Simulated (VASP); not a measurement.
LaRu2: single point with PBE

Crystal: LaRu2.

```
Ru La
1.0
     6.00000    0.10019   -0.28393
    -0.03859    4.38362   -0.62605
     1.53442   -0.19297    4.70889
Ru La
4 2
Direct
  0.08613 0.86819 0.45479
  0.30447 0.61765 0.90721
  0.56293 0.03680 0.69415
  0.97834 0.32937 0.32044
  0.43682 0.33105 0.29415
  0.83367 0.74576 0.01301
```

The cell was built by a generator and needn't be a form met in nature.

```
Program                : VASP 6.6.1
Task                   : single point
Functional             : PBE
Potentials or basis    : VASP PAW PBE potentials, release 64 (Ru_pv, La)
Cutoff                 : 520 eV
k mesh                 : 3 × 3 × 3
Occupations            : fermi-dirac, width 0.05 eV
Spin                   : no spin polarisation
Dipole correction      : no
Further INCAR settings : ALGO = Fast; EDIFF = 1e-07; NBANDS = 48
```

```yaml
Pressure: -0.1 GPa
Largest_force: 1.566 eV/Å
Band_gap_on_the_k_mesh: none (metal or under the smearing width)
```

Forces on the atoms (eV/Å):
```
Ru   0.122 -0.140  0.883
Ru   0.850  0.397 -0.391
Ru  -0.103 -0.165 -0.199
Ru  -0.770  0.716  0.666
La   0.496 -0.365  0.420
La  -0.596 -0.443 -1.379
```

Stress tensor (GPa, compression positive):
```
 1.25 -1.93  0.88
-1.93 -2.11 -1.20
 0.88 -1.20  0.43
```

Levels at points of the mesh, in eV from the Fermi level:
```csv
k point,band 35,band 36,band 37,band 38,band 39,band 40,band 41,band 42,band 43,band 44
"(0.00, 0.00, 0.00)",-1.00,-0.87,-0.64,-0.42,-0.14,0.01,0.35,0.48,1.15,1.29
```

It took 4.1 min on 1 thread of AMD EPYC 9R45 96-Core Processor (Zen 5) (shared host), peak memory 0.26 GiB.

Caveat: the k mesh is coarse (spacing up to 0.48 Å⁻¹), so the values aren't converged. The run has no spin-orbit coupling, so splittings on La are missing.
